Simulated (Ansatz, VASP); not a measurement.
# MoS2 in two plane-wave programs, part 2 of 3

Wanted: the spread between two codes on one cell, functional and k mesh. The cell is taken from a series of runs on this material, whose earlier steps may have relaxed, scaled, displaced or heated it; both programs get it as it stands.

VASP 6.6.1 and Ansatz 0.2.0.

So far: Set-up; Ansatz: zone-centre phonons, PBEsol, pair 1.

### Step 3. VASP: zone-centre phonons, PBEsol, pair 1

Level of this step: PBEsol, no spin polarisation; plane waves and PAW (Mo_sv, S) (VASP).

The same cell, functional, mesh and smearing now go to VASP, with its own data sets.

Lines of VASP's logs that name or quote its potential files are left out, and so is its time.

INCAR

```
SYSTEM = MoS2
PREC = Accurate
ENCUT = 500
EDIFF = 1E-08
NELM = 120
ISMEAR = 1
SIGMA = 0.2
LREAL = .FALSE.
ALGO = Normal
GGA = PS
NBANDS = 19
LASPH = .TRUE.
LORBIT = 11
LWAVE = .FALSE.
LCHARG = .FALSE.
ISIF = 2
IBRION = 8
GGA_COMPAT = .FALSE.
NELMDL = -8
KPAR = 2
```

POSCAR

```
MoS2
1.0
    3.1431599889      0.0000000000      0.0000000000
   -1.5715799945      2.7220563986      0.0000000000
    0.0000000000      0.0000000000     29.5040000000
Mo S
1 2
Direct
    0.0000000000      0.0000000000      0.3389370933
    0.3333333333      0.6666666667      0.3927820214
    0.6666666667      0.3333333333      0.2850921652
```

KPOINTS

```
Automatic mesh
0
Gamma
15 15 1
0 0 0
```

The projector-augmented-wave data sets are Mo_sv and S (PBE family, release 64).

Command:

```console
$ mpirun -np 2 vasp_std
```

Numbers of over 12 decimals in the logs are rounded to 6 here.

The program printed:

```text
[banner, memory and clock lines left out]
running    2 mpi-ranks, on    1 nodes
 distrk:  each k-point on    1 cores,    2 groups
 distr:  one band on    1 cores,    1 groups

 POSCAR found type information on POSCAR MoS
 POSCAR found :  2 types and       3 ions
|                                                                             |
|               ----> ADVICE to this user running VASP <----                  |
|                                                                             |
|     You enforced a specific xc type in the INCAR file but a different       |
|     [... a line on the potential file left out ...]
|     I HOPE YOU KNOW WHAT YOU ARE DOING!                                     |
|                                                                             |

 LDA part: xc-table for (Slater+PW92), standard interpolation
 POSCAR, INCAR and KPOINTS ok, starting setup
 FFT: planning ... GRIDC
 FFT: planning ... GRID_SOFT
 FFT: planning ... GRID
 WAVECAR not read
 entering main loop
       N       E                     dE             d eps       ncg     rms          rms(c)
DAV:   1     0.147235662708E+03    0.14724E+03   -0.12881E+04  1458   0.101E+03
DAV:   2    -0.115701993610E+02   -0.15881E+03   -0.15622E+03  1475   0.214E+02
DAV:   3    -0.239629947301E+02   -0.12393E+02   -0.12327E+02  1361   0.556E+01
DAV:   4    -0.241249015957E+02   -0.16191E+00   -0.16116E+00  1445   0.706E+00
DAV:   5    -0.241283294207E+02   -0.34278E-02   -0.34274E-02  1383   0.984E-01
DAV:   6    -0.241284500259E+02   -0.12061E-03   -0.12059E-03  1402   0.165E-01
DAV:   7    -0.241284557476E+02   -0.57217E-05   -0.57217E-05  1430   0.321E-02
DAV:   8    -0.241284560659E+02   -0.31831E-06   -0.31846E-06  1429   0.693E-03    0.246E+01
DAV:   9    -0.231548650875E+02    0.97359E+00   -0.14748E+01  1062   0.216E+01    0.942E+00
DAV:  10    -0.230630890804E+02    0.91776E-01   -0.11489E+01  1085   0.174E+01    0.703E+00
DAV:  11    -0.225666427321E+02    0.49645E+00   -0.25847E+00  1079   0.868E+00    0.173E+00
DAV:  12    -0.225740369697E+02   -0.73942E-02   -0.10164E-01  1241   0.186E+00    0.103E+00
DAV:  13    -0.225649169727E+02    0.91200E-02   -0.55763E-02  1148   0.132E+00    0.175E-01
DAV:  14    -0.225646760765E+02    0.24090E-03   -0.18466E-03  1219   0.265E-01    0.780E-02
[...]
DAV:  23    -0.225649362406E+02   -0.14811E-04   -0.56957E-07  1149   0.210E-03    0.824E-04
DAV:  24    -0.225649379435E+02   -0.17029E-05   -0.15001E-08  1171   0.422E-04    0.422E-04
DAV:  25    -0.225649426336E+02   -0.46900E-05   -0.16054E-07  1088   0.980E-04    0.229E-04
DAV:  26    -0.225649431121E+02   -0.47851E-06   -0.29494E-09  1083   0.229E-04    0.102E-04
DAV:  27    -0.225649434710E+02   -0.35890E-06   -0.33446E-09   906   0.251E-04    0.108E-04
DAV:  28    -0.225649435483E+02   -0.77315E-07    0.19261E-10   864   0.922E-05    0.818E-05
DAV:  29    -0.225649435620E+02   -0.13685E-07    0.57441E-10   726   0.538E-05    0.152E-05
DAV:  30    -0.225649435673E+02   -0.53583E-08    0.62987E-10   714   0.297E-05
   1 F= -.22564944E+02 E0= -.22563968E+02  d E =-.292773E-02
 Linear response reoptimize wavefunctions to high precision
DAV:   1    -0.225649435693E+02   -0.20009E-08    0.67945E-10   759   0.159E-05
DAV:   2    -0.225649435693E+02   -0.20009E-10    0.69464E-10   666   0.539E-06
 Linear response DOF=           4
 Linear response progress:
  Degree of freedom:   1/  4
       N       E                     dE             d eps       ncg     rms          rms(c)
RMM:   1    -0.771692897119E+00   -0.77169E+00    0.35718E+00  2620   0.205E+01
RMM:   2    -0.568226515358E+00    0.20347E+00   -0.27979E-01  3665   0.367E+00    0.136E-01
RMM:   3    -0.567771543845E+00    0.45497E-03   -0.61789E-03  4816   0.506E-01    0.709E-02
RMM:   4    -0.566796880261E+00    0.97466E-03   -0.62755E-04  5329   0.162E-01    0.259E-02
RMM:   5    -0.566604948217E+00    0.19193E-03   -0.95771E-05  5628   0.518E-02    0.717E-03
RMM:   6    -0.566637843983E+00   -0.32896E-04   -0.23602E-05  5238   0.179E-02    0.393E-03
RMM:   7    -0.566653073743E+00   -0.15230E-04   -0.87128E-06  5173   0.831E-03    0.153E-03
RMM:   8    -0.566675377076E+00   -0.22303E-04   -0.48908E-07  5062   0.424E-03    0.489E-04
RMM:   9    -0.566673276567E+00    0.21005E-05   -0.34598E-06  5351   0.193E-03    0.121E-04
RMM:  10    -0.566674779778E+00   -0.15032E-05    0.14582E-07  5704   0.967E-04    0.555E-05
RMM:  11    -0.566676156164E+00   -0.13764E-05   -0.10983E-06  5360   0.539E-04    0.139E-05
RMM:  12    -0.566676344870E+00   -0.18871E-06    0.19487E-07  5898   0.285E-04    0.125E-05
RMM:  13    -0.566676756982E+00   -0.41211E-06   -0.56447E-08  5288   0.179E-04    0.358E-06
RMM:  14    -0.566676815454E+00   -0.58471E-07    0.40436E-08  5986   0.101E-04    0.355E-06
RMM:  15    -0.566676972813E+00   -0.15736E-06   -0.92051E-08  5320   0.673E-05    0.660E-07
RMM:  16    -0.566676957899E+00    0.14915E-07    0.18947E-09  5545   0.392E-05    0.182E-06
RMM:  17    -0.566677047050E+00   -0.89151E-07   -0.44659E-08  5218   0.293E-05    0.579E-07
RMM:  18    -0.566677018142E+00    0.28908E-07   -0.16021E-08  4636   0.183E-05    0.104E-06
RMM:  19    -0.566677047931E+00   -0.29789E-07    0.19256E-08  5039   0.136E-05    0.276E-07
RMM:  20    -0.566677054281E+00   -0.63505E-08   -0.84645E-09  4212   0.997E-06    0.240E-07
 first order change of Fermi-energy   0.78774E-03
 force on displaced ion       1 direction 1 :  -7.264   0.000   0.000
 Linear response progress:
  Degree of freedom:   2/  4
       N       E                     dE             d eps       ncg     rms          rms(c)
RMM:   1    -0.957674632019E+00   -0.95767E+00    0.43757E+00  1104   0.213E+01
RMM:   2    -0.762193281609E+00    0.19548E+00   -0.29216E-01  1574   0.356E+00    0.195E-01
RMM:   3    -0.760985773305E+00    0.12075E-02   -0.83473E-03  1971   0.556E-01    0.124E-01
RMM:   4    -0.759881682675E+00    0.11041E-02   -0.88472E-04  2287   0.186E-01    0.709E-02
RMM:   5    -0.759448576402E+00    0.43311E-03   -0.14913E-04  2411   0.625E-02    0.943E-03
RMM:   6    -0.759543736713E+00   -0.95160E-04   -0.27112E-05  2012   0.249E-02    0.701E-03
RMM:   7    -0.759563089915E+00   -0.19353E-04   -0.55405E-06  2084   0.108E-02    0.268E-03
RMM:   8    -0.759575229161E+00   -0.12139E-04   -0.20165E-06  2156   0.525E-03    0.117E-03
RMM:   9    -0.759585888104E+00   -0.10659E-04   -0.20200E-07  2131   0.270E-03    0.600E-04
RMM:  10    -0.759585496143E+00    0.39196E-06   -0.24700E-07  2092   0.131E-03    0.343E-04
RMM:  11    -0.759586828592E+00   -0.13324E-05   -0.41844E-08  2076   0.858E-04    0.184E-04
RMM:  12    -0.759586442906E+00    0.38569E-06   -0.80943E-08  1923   0.596E-04    0.958E-05
RMM:  13    -0.759586116268E+00    0.32664E-06   -0.25122E-07  1945   0.415E-04    0.632E-05
RMM:  14    -0.759586495767E+00   -0.37950E-06   -0.17653E-07  1988   0.312E-04    0.285E-05
RMM:  15    -0.759586771774E+00   -0.27601E-06   -0.10086E-07  2190   0.171E-04    0.149E-05
RMM:  16    -0.759586843140E+00   -0.71366E-07   -0.77087E-08  2213   0.112E-04    0.142E-05
RMM:  17    -0.759586888302E+00   -0.45162E-07   -0.70538E-08  2118   0.729E-05    0.754E-06
RMM:  18    -0.759586869768E+00    0.18534E-07   -0.53698E-08  2031   0.513E-05    0.331E-06
RMM:  19    -0.759586871764E+00   -0.19958E-08    0.16284E-08  2003   0.310E-05    0.180E-06
 first order change of Fermi-energy  -0.30063E-02
 force on displaced ion       1 direction 3 :   0.000   0.000 -23.088
 Linear response progress:
  Degree of freedom:   3/  4
       N       E                     dE             d eps       ncg     rms          rms(c)
RMM:   1    -0.104074222965E+00   -0.10407E+00   -0.12452E-01 10639   0.175E+00
RMM:   2    -0.907801207331E-01    0.13294E-01   -0.12015E-02  7268   0.553E-01    0.118E-01
RMM:   3    -0.911881157389E-01   -0.40800E-03   -0.56401E-04  7163   0.125E-01    0.654E-02
RMM:   4    -0.914792842171E-01   -0.29117E-03   -0.96812E-05  7379   0.526E-02    0.131E-02
RMM:   5    -0.914599553356E-01    0.19329E-04   -0.40910E-06  7765   0.123E-02    0.567E-03
RMM:   6    -0.914408944957E-01    0.19061E-04   -0.33220E-07  7712   0.409E-03    0.212E-03
RMM:   7    -0.914506897992E-01   -0.97953E-05   -0.23380E-07  7243   0.162E-03    0.762E-04
RMM:   8    -0.914515015131E-01   -0.81171E-06    0.32888E-08  7493   0.644E-04    0.283E-04
RMM:   9    -0.914511573069E-01    0.34421E-06    0.24318E-08  8194   0.183E-04    0.112E-04
RMM:  10    -0.914507856460E-01    0.37166E-06   -0.11174E-08  7627   0.660E-05    0.262E-05
RMM:  11    -0.914507545132E-01    0.31133E-07   -0.28375E-08  8161   0.395E-05    0.503E-06
RMM:  12    -0.914507755283E-01   -0.21015E-07   -0.17539E-08  8182   0.165E-05    0.282E-06
RMM:  13    -0.914507849301E-01   -0.94018E-08   -0.33545E-09  7683   0.115E-05    0.847E-07
 first order change of Fermi-energy   0.17960E-03
 force on displaced ion       2 direction 1 :  -5.854   0.003   0.012
 Linear response progress:
  Degree of freedom:   4/  4
       N       E                     dE             d eps       ncg     rms          rms(c)
RMM:   1    -0.175747442052E+00   -0.17575E+00   -0.12453E-01  2560   0.187E+00
RMM:   2    -0.158123967130E+00    0.17623E-01   -0.14805E-02  1709   0.619E-01    0.357E-01
RMM:   3    -0.158308064437E+00   -0.18410E-03   -0.94827E-04  1648   0.173E-01    0.248E-01
RMM:   4    -0.158740090747E+00   -0.43203E-03   -0.65589E-04  1595   0.147E-01    0.858E-02
RMM:   5    -0.158499335065E+00    0.24076E-03   -0.33390E-04  1587   0.108E-01    0.349E-02
RMM:   6    -0.158511783277E+00   -0.12448E-04   -0.18613E-05  1691   0.258E-02    0.852E-03
RMM:   7    -0.158507122141E+00    0.46611E-05   -0.14551E-06  1831   0.706E-03    0.400E-03
RMM:   8    -0.158506877782E+00    0.24436E-06   -0.10652E-07  1796   0.150E-03    0.195E-03
RMM:   9    -0.158509192910E+00   -0.23151E-05   -0.21604E-08  1779   0.699E-04    0.792E-04
RMM:  10    -0.158510254220E+00   -0.10613E-05   -0.12318E-08  1823   0.325E-04    0.174E-04
RMM:  11    -0.158509913616E+00    0.34060E-06    0.72927E-09  1734   0.156E-04    0.265E-05
RMM:  12    -0.158510030626E+00   -0.11701E-06   -0.53902E-08  1865   0.496E-05    0.170E-05
RMM:  13    -0.158510287674E+00   -0.25705E-06   -0.26735E-08  1826   0.662E-05    0.196E-05
RMM:  14    -0.158510300400E+00   -0.12726E-07   -0.82529E-08  1797   0.257E-05    0.112E-05
RMM:  15    -0.158510389604E+00   -0.89204E-07   -0.29051E-08  1945   0.532E-05    0.859E-06
RMM:  16    -0.158510410060E+00   -0.20456E-07   -0.63390E-09  1845   0.225E-05    0.274E-06
RMM:  17    -0.158510413893E+00   -0.38335E-08   -0.27272E-09  1740   0.102E-05    0.146E-06
 first order change of Fermi-energy  -0.47385E+00
 force on displaced ion       2 direction 3 :   0.000   0.000 -13.337
 Linear response finished
```

OUTCAR, selected parts (step 3):

```text
ion  position               nearest neighbor table
   1  0.000  0.000  0.339-   3 2.41   2 2.41   3 2.41   2 2.41   3 2.41   2 2.41
   2  0.333  0.667  0.393-   1 2.41   1 2.41   1 2.41
   3  0.667  0.333  0.285-   1 2.41   1 2.41   1 2.41

  LATTYP: Found a hexagonal cell.
 ALAT       =     3.1431599889
 C/A-ratio  =     9.3867318572

 Subroutine GETGRP returns: Found 12 space group operations
 (whereof  6 operations were pure point group operations)

The static configuration has the point symmetry C_3v.
 The point group associated with its full space group is D_3d.

 Found     27 irreducible k-points:

   k-points           NKPTS =     27   k-points in BZ     NKDIM =     27   number of bands    NBANDS=     19

   dimension x,y,z NGX =    24 NGY =   24 NGZ =  216
   dimension x,y,z NGXF=    48 NGYF=   48 NGZF=  432

   ENCUT  =  500.0 eV  36.75 Ry    6.06 a.u.   5.73  5.73 53.79*2*pi/ulx,y,z

   NELECT =      26.0000    total number of electrons

 k-points in reciprocal lattice and weights: Automatic mesh
   0.00000000  0.00000000  0.00000000       0.004
   0.06666667 -0.00000000  0.00000000       0.027
   0.13333333 -0.00000000  0.00000000       0.027
   0.20000000 -0.00000000  0.00000000       0.027
   0.26666667 -0.00000000  0.00000000       0.027
   0.33333333  0.00000000  0.00000000       0.027
   0.40000000 -0.00000000  0.00000000       0.027
   0.46666667 -0.00000000  0.00000000       0.027
   0.06666667  0.06666667  0.00000000       0.027
[...]
0.33333333  0.26666667  0.00000000       0.053
   0.33333333  0.33333333  0.00000000       0.009

 average (electrostatic) potential at core
       1 -84.6273       2 -94.5340       3 -94.5341

  Total       -0.4247655     -0.4247655     -0.0101519      0.0000000      0.0000000      0.0000000
  in kB       -2.6959717     -2.6959717     -0.0644338      0.0000000      0.0000000      0.0000000
  external PRESSURE =      -1.8187924 kB  Pullay stress =       0.0000000 kB

  energy-cutoff  :      500.00
  volume of cell :      252.43
      direct lattice vectors                 reciprocal lattice vectors
     3.143159989  0.000000000  0.000000000     0.318151161  0.183684659  0.000000000
    -1.571579994  2.722056399  0.000000000     0.000000000  0.367369317  0.000000000
     0.000000000  0.000000000 29.504000000     0.000000000  0.000000000  0.033893709

 POSITION                                       TOTAL-FORCE (eV/Angst)
 -----------------------------------------------------------------------------------
      0.00000      0.00000     10.00000        -0.000000     -0.000000      0.000000
     -0.00000      1.81470     11.58864        -0.000000      0.000000      0.003739
      1.57158      0.90735      8.41136         0.000000     -0.000000     -0.003739
 -----------------------------------------------------------------------------------
    total drift:                                0.000000      0.000000      0.000043

 Eigenvectors and eigenvalues of the dynamical matrix
 ----------------------------------------------------

   1 f  =   12.108759 THz    76.081574 2PiTHz  403.904711 cm-1    50.077779 meV
             X         Y         Z           dx          dy          dz
      0.000000  0.000000 10.000000    -0.000000    0.000000   -0.633350
     -0.000000  1.814704 11.588641    -0.000000    0.000000    0.547205
      1.571580  0.907352  8.411359     0.000000   -0.000000    0.547205

   2 f  =   10.746897 THz    67.524746 2PiTHz  358.477901 cm-1    44.445575 meV
             X         Y         Z           dx          dy          dz
      0.000000  0.000000 10.000000    -0.000000    0.000000   -0.000000
     -0.000000  1.814704 11.588641    -0.000000    0.000000    0.707107
      1.571580  0.907352  8.411359     0.000000   -0.000000   -0.707107

   3 f  =    7.852531 THz    49.338908 2PiTHz  261.932245 cm-1    32.475445 meV
             X         Y         Z           dx          dy          dz
      0.000000  0.000000 10.000000     0.000000    0.000000    0.000000
     -0.000000  1.814704 11.588641     0.258642   -0.658107    0.000000
      1.571580  0.907352  8.411359    -0.258642    0.658107    0.000000

   4 f  =    7.852531 THz    49.338908 2PiTHz  261.932245 cm-1    32.475445 meV
             X         Y         Z           dx          dy          dz
      0.000000  0.000000 10.000000    -0.000000   -0.000000   -0.000000
     -0.000000  1.814704 11.588641     0.658107    0.258642    0.000000
      1.571580  0.907352  8.411359    -0.658107   -0.258642   -0.000000

   5 f  =    6.788569 THz    42.653839 2PiTHz  226.442298 cm-1    28.075254 meV
             X         Y         Z           dx          dy          dz
      0.000000  0.000000 10.000000    -0.231777    0.589743   -0.000000
     -0.000000  1.814704 11.588641     0.200092   -0.509121   -0.000000
      1.571580  0.907352  8.411359     0.200092   -0.509121   -0.000000

   6 f  =    6.788569 THz    42.653839 2PiTHz  226.442298 cm-1    28.075254 meV
             X         Y         Z           dx          dy          dz
      0.000000  0.000000 10.000000    -0.589743   -0.231777    0.000000
     -0.000000  1.814704 11.588641     0.509121    0.200092    0.000000
      1.571580  0.907352  8.411359     0.509121    0.200092    0.000000

   7 f/i=    0.006025 THz     0.037857 2PiTHz    0.200976 cm-1     0.024918 meV
             X         Y         Z           dx          dy          dz
      0.000000  0.000000 10.000000     0.000000    0.000000    0.773865
     -0.000000  1.814704 11.588641     0.000000    0.000000    0.447846
      1.571580  0.907352  8.411359     0.000000    0.000000    0.447846

   8 f/i=    0.006046 THz     0.037988 2PiTHz    0.201674 cm-1     0.025004 meV
             X         Y         Z           dx          dy          dz
      0.000000  0.000000 10.000000    -0.594248    0.495330   -0.000000
     -0.000000  1.814704 11.588641    -0.344175    0.286884   -0.000000
      1.571580  0.907352  8.411359    -0.344175    0.286884   -0.000000

   9 f/i=    0.006046 THz     0.037988 2PiTHz    0.201674 cm-1     0.025004 meV
             X         Y         Z           dx          dy          dz
      0.000000  0.000000 10.000000     0.495330    0.594248   -0.000000
     -0.000000  1.814704 11.588641     0.286884    0.344175   -0.000000
      1.571580  0.907352  8.411359     0.286884    0.344175   -0.000000

 ELASTIC MODULI CONTR FROM IONIC RELAXATION (kBar)
 Direction    XX          YY          ZZ          XY          YZ          ZX
 --------------------------------------------------------------------------------
 XX        -197.3866   -115.3901   -275.1053      0.0000    105.9064     -0.0000
 YY        -115.3901   -197.3866   -275.1053      0.0000   -105.9064      0.0000
 ZZ        -275.1053   -275.1053   -483.9424      0.0000      0.0000     -0.0000
 XY           0.0000      0.0000      0.0000    -40.9982      0.0000     95.0965
 YZ         105.9064   -105.9064      0.0000      0.0000   -273.5769      0.0000
 ZX          -0.0000      0.0000     -0.0000     95.0965      0.0000   -220.5787
 --------------------------------------------------------------------------------
```

This run has no spin polarisation, so a moment on Mo, if there is one, isn't seen.

### Step 4. Side by side

Known differences besides the potentials themselves: Ansatz cuts the interaction across the vacuum, VASP repeats the sheet without a dipole correction; the cutoff is 420 eV in Ansatz and 500 eV in VASP; Ansatz makes its cores anew for this functional, VASP keeps those of its PBE data sets. Total energies have different zeros and are not compared.

Compared:

```
                  quantity  Ansatz   VASP  difference
optical mode 1 to 2 (cm⁻¹)   226.0  226.4     -0.20 %
optical mode 3 to 4 (cm⁻¹)   261.2  261.9     -0.28 %
     optical mode 5 (cm⁻¹)   358.1  358.5     -0.09 %
     optical mode 6 (cm⁻¹)   402.8  403.9     -0.27 %
```

Modes are paired by rising frequency, not by their patterns, so a pair may set unlike modes beside each other; they are those without the splitting of longitudinal modes. Where the cell holds vacuum, a pressure given here is an average over it and none of the material.

(Continued in part 3 of 3.)

[Lines on the potential files, build, host, timing and source positions are cut from VASP's logs without a mark.]

[Logs are printed without paths, hosts, clocks, repeated set-up lines and the standing remarks that a program may print on its own settings, such as how far it seeks lower states.]

[Hosts, paths, dates, database ids (printed as entryN), source tags and the programs' standing remarks are cut or masked in the printed files.]
